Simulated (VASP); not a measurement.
A convergence study with VASP on Ir: one setting is varied, all else stays as given below, so the limit is that of these other settings.

```
Ir
1.0
    2.70171     0.00000     0.00000
    1.35086     2.33975     0.00000
    0.00000     0.00000    22.82371
Ir
5
Direct
  0.33333   0.33333   0.30670
  0.66667   0.66667   0.40335
  0.00000   0.00000   0.50000
  0.33333   0.33333   0.59665
  0.66667   0.66667   0.69330
```

Level of theory: PBE GGA, VASP's PBE PAW potentials (set 64) (plane waves; VASP). The tightest run used: 600 eV cut-off, 13×13×1 Γ-centred mesh, Gaussian smearing of 0.10 eV, potentials Ir.

### Question
The settings run are ENCUT = 150; ENCUT = 180; ENCUT = 210; ENCUT = 255; ENCUT = 360; ENCUT = 450; ENCUT = 600. From which on does the energy per atom stay within 0.005 eV/atom of the tightest run?

### Answer
From ENCUT = 360 on: it is off by 0.0007 there and by no more than 0.005 in any finer run, while ENCUT = 255 is off by 0.0069.
| setting | E (eV/atom) | largest force (eV/Å) | plane waves | difference judged (eV/atom) |
|---|---|---|---|---|
| ENCUT = 150 | -8.0472 | 0.734 | 615 | 0.4305 |
| ENCUT = 180 | -8.4081 | 0.434 | 815 | 0.0696 |
| ENCUT = 210 | -8.4778 | 0.433 | 1019 | 0.0001 |
| ENCUT = 255 | -8.4847 | 0.438 | 1379 | 0.0069 |
| ENCUT = 360 | -8.4771 | 0.438 | 2258 | 0.0007 |
| ENCUT = 450 | -8.4774 | 0.438 | 3151 | 0.0004 |
| ENCUT = 600 | -8.4777 | 0.438 | 4895 | 0.0000 |

VASP warned of too few bands at ENCUT = 150; ENCUT = 180; ENCUT = 210; ENCUT = 255; ENCUT = 360; ENCUT = 450; ENCUT = 600.

Left out are rungs that failed or repeat a setting and relaxations that didn't move; long series are thinned to 24 rows.

The cell is a sheet or thin cut with vacuum, built from a generated structure. VASP warned that the highest band is occupied, so more bands are needed.
